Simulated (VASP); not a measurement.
Input:

```yaml
crystal:
  lattice:
    - [0.00000, 3.17578, 3.17578]
    - [3.17578, 0.00000, 3.17578]
    - [3.17578, 3.17578, 0.00000]
  atoms:
    - { symbol: Pr, position: [0.00000, 0.00000, 0.00000] }
    - { symbol: Sb, position: [0.50000, 0.50000, 0.50000] }
```

These are PBEsol GGA, VASP's PBE PAW potentials (set 64) (plane waves; VASP) values and carry that method's errors. Numerical set-up: 400 eV cut-off, 9×9×9 Γ-centred mesh, first-order Methfessel-Paxton smearing of 0.10 eV, potentials Pr_3 Sb.

The 4f electrons are frozen in the core of the lanthanide potential, so 4f levels, which can set the real gap, and their magnetism are missing. Unless said otherwise, spin-orbit coupling is left out, though it shifts the bands of the heavy elements here.

### Question
Estimate the energy per atom (σ→0), band gap (on the k-mesh) with the smallest direct gap where there is one.

### Answer

```
Property                                                    Result
------------------------  ----------------------------------------
band gap (on the k-mesh)  none (metal, semimetal or under 0.01 eV)
energy per atom (σ→0)                               -6.069 eV/atom
```

Only differences to runs with the same potentials and settings are physical.

The structure comes from a computed database's PrSb entry (Fm-3m); how it stands against other phases isn't given here. It was relaxed first. The start is the result of an earlier pass.
